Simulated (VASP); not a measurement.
Data:

```xyz
3
Lattice="0.0000 3.1264 3.1264 3.1264 0.0000 3.1264 3.1264 3.1264 0.0000" Properties=species:S:1:pos:R:3 pbc="T T T"
Ba     0.0000     0.0000     0.0000
F      1.5632     1.5632     1.5632
F      4.6895     4.6895     4.6895
```

All values below come from PBE GGA with D4 dispersion, VASP's PBE PAW potentials (set 64) (plane waves; VASP 6.6.1). Settings: 520 eV cut-off, 7×7×7 Γ-centred mesh, tetrahedra with Blöchl corrections, potentials Ba_sv F.

Problem. Estimate the energy per atom (σ→0).

Solution. 
| Item | Result |
|---|---|
| energy per atom (σ→0) | -5.823 eV/atom |

The absolute energy has meaning only against runs of the same code, potentials and settings.

The compound is BaF2 in the fluorite structure. It was relaxed first.
